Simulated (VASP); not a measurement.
Data:

```xyz
2
Lattice="0.0000 2.7972 2.7972 2.7972 0.0000 2.7972 2.7972 2.7972 0.0000" Properties=species:S:1:pos:R:3 pbc="T T T"
Sn     0.0000     0.0000     0.0000
Se     1.3986     1.3986     1.3986
```

These are PBEsol GGA, VASP's PBE PAW potentials (set 64) (plane waves; VASP 6.6.1) values and carry that method's errors. Run with 500 eV cut-off, 11×11×11 Γ-centred mesh, first-order Methfessel-Paxton smearing of 0.10 eV, potentials Sn_d Se.

Unless said otherwise, spin-orbit coupling is left out, though it shifts the bands of the heavy elements here.

**Question.** Estimate the energy per atom (σ→0), pressure, band gap (on the k-mesh) with the smallest direct gap where there is one.

**Answer.** 
| Quantity | Result |
|---|---|
| band gap (on the k-mesh) | none (metal, semimetal or under 0.01 eV) |
| energy per atom (σ→0) | -270.3 kJ/mol of atoms |
| pressure | 45.02 GPa |

The absolute energy has meaning only against runs of the same code, potentials and settings.

The structure was generated: SnSe was put into the zinc blende type (F-43m), which need not be its known phase. It was relaxed first under an external pressure of 45 GPa.
